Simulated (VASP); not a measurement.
VASP ran on this input.

### INCAR
```
! general
SYSTEM   =  BaF2
PREC     =  Accurate
ENCUT    =  520
LREAL    =  F   ! projection in real space or not
LASPH    =  T   ! aspherical one-centre terms

! electronic loop
EDIFF    =  1E-7   ! SCF stop (eV)
NELM     =  100
ALGO     =  Normal
LMAXMIX  =  4

! smearing
ISMEAR   =  0   ! Gaussian
SIGMA    =  0.05

! functional
GGA      =  RP   ! RPBE

! ions
ISIF     =  2   ! forces and stress, cell fixed

! output
LWAVE    =  F
LCHARG   =  F
```

File POSCAR:
```
BaF2
1
    0.0000000000     3.2595647908     3.2595647908
    3.2595647908     0.0000000000     3.2595647908
    3.2595647908     3.2595647908     0.0000000000
Ba F
1 2
Direct
  0.0000000000   0.0000000000   0.0000000000
  0.2500000000   0.2500000000   0.2500000000
  0.7500000000   0.7500000000   0.7500000000
```

### KPOINTS
```
Automatic mesh
0
Gamma
6 6 6
0 0 0
```

POTCAR, in this order: Ba_sv F (PBE.64 set). Program: vasp_std.

Translate this RPBE calculation to Ansatz.

One equivalent input (not run):
Ansatz 0.2 input:
```yaml
crystal:
  lattice:
    - [0.0000000, 3.2595648, 3.2595648]
    - [3.2595648, 0.0000000, 3.2595648]
    - [3.2595648, 3.2595648, 0.0000000]
  atoms:
    - { symbol: Ba, position: [0.0000000, 0.0000000, 0.0000000] }
    - { symbol: F, position: [0.2500000, 0.2500000, 0.2500000] }
    - { symbol: F, position: [0.7500000, 0.7500000, 0.7500000] }
kpoints:
  mp_grid: { grid: [6, 6, 6] }
hamiltonian:
  xc: rpbe
  pseudopotentials: { kind: paw }
scf:
  occupations: { method: gaussian, width: 0.05 }
  max_iter: 100
output: { forces: true, stress: true, eigenvalues: true }
```
Limits of the translation: each code has its own PAW files, so the cut-off isn't converted (ENCUT is set for VASP's; basis.ecutwfc is left out, and Ansatz then takes the one that its files recommend); Ansatz stops its SCF on the density residual and VASP on the energy change (EDIFF).

The compound is BaF2 in the fluorite structure. This cell is one point of a volume scan, at 1.06 of the reference volume.
